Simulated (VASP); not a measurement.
Here is the system:

```
Be3ZnO4
1.0
    1.40321    -2.43043     0.00000
    1.40321     2.43043     0.00000
    0.00000     0.00000     9.39954
Zn Be O
1 3 4
Direct
  0.66667   0.33333   0.25812
  0.33333   0.66667   0.98239
  0.66667   0.33333   0.75305
  0.33333   0.66667   0.52252
  0.66667   0.33333   0.46616
  0.33333   0.66667   0.15327
  0.66667   0.33333   0.92531
  0.33333   0.66667   0.69517
```

Calculation: PBEsol GGA, VASP's PBE PAW potentials (set 64) (plane waves; VASP). Settings: 520 eV cut-off, Gaussian smearing of 0.050 eV, potentials Zn Be O.

Task: Give the energies of bands 11 to 24 at the high-symmetry points, in eV from the valence-band maximum.

Result: 
| band | Γ | M | K | A | L | H |
|---|---|---|---|---|---|---|
| 11 | -4.94 | -5.31 | -5.22 | -5.18 | -5.19 | -5.28 |
| 12 | -3.72 | -4.88 | -5.16 | -2.69 | -4.88 | -5.27 |
| 13 | -2.67 | -4.28 | -4.89 | -2.66 | -4.34 | -5.06 |
| 14 | -2.67 | -4.06 | -4.75 | -2.66 | -4.01 | -4.50 |
| 15 | -2.11 | -3.82 | -4.51 | -2.15 | -3.81 | -4.48 |
| 16 | -2.11 | -3.23 | -4.36 | -2.15 | -3.37 | -4.26 |
| 17 | -1.59 | -3.12 | -3.29 | -2.15 | -3.34 | -3.02 |
| 18 | -1.59 | -2.90 | -3.21 | -1.57 | -2.76 | -2.85 |
| 19 | -1.38 | -2.67 | -2.40 | -1.57 | -2.60 | -2.75 |
| 20 | 0.00 | -2.58 | -2.33 | 0.00 | -2.47 | -2.50 |
| 21 | 0.00 | -0.85 | -2.30 | 0.00 | -0.87 | -2.44 |
| 22 | 2.40 | 5.51 | 6.21 | 2.62 | 5.48 | 6.39 |
| 23 | 6.53 | 5.91 | 7.74 | 5.98 | 5.94 | 7.86 |
| 24 | 6.95 | 7.71 | 8.47 | 7.78 | 7.59 | 8.30 |

The gap is direct, 2.40 eV, from the valence maximum at Γ to the conduction minimum at Γ.

The structure was generated: Be3ZnO4 was put into an ordered model structure (P3m1), which need not be its known phase. It was relaxed first.
